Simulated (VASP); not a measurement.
Consider the following.

```xyz
3
Lattice="4.3016 0.0000 0.0000 -2.1508 3.7253 0.0000 0.0000 0.0000 2.5663" Properties=species:S:1:pos:R:3 pbc="T T T"
Mo     0.0000     0.0000     2.5663
Si     0.0000     2.4835     1.2832
Si     2.1508     1.2418     1.2832
```

Computed with r2SCAN meta-GGA, VASP's PBE PAW potentials (set 64) (plane waves; VASP). Numerical set-up: 400 eV cut-off, 9×9×13 Γ-centred mesh, tetrahedra with Blöchl corrections, potentials Mo_sv Si.

The cores are frozen, which limits the accuracy of field gradients.

Give the principal components of the electric field gradient (V/Å²) and the asymmetry η at each nucleus.

| atom | Vxx | Vyy | Vzz | η |
|---|---|---|---|---|
| Mo1 | 21.0 | 21.0 | -42.1 | 0.00 |
| Si2 | -6.3 | -6.3 | 12.7 | 0.00 |
| Si3 | -6.3 | -6.3 | 12.7 | 0.00 |

The structure was generated: Si2Mo was put into the AlB2 type (P6/mmm), which need not be its known phase. It was relaxed first, which changed the volume by -42 %.
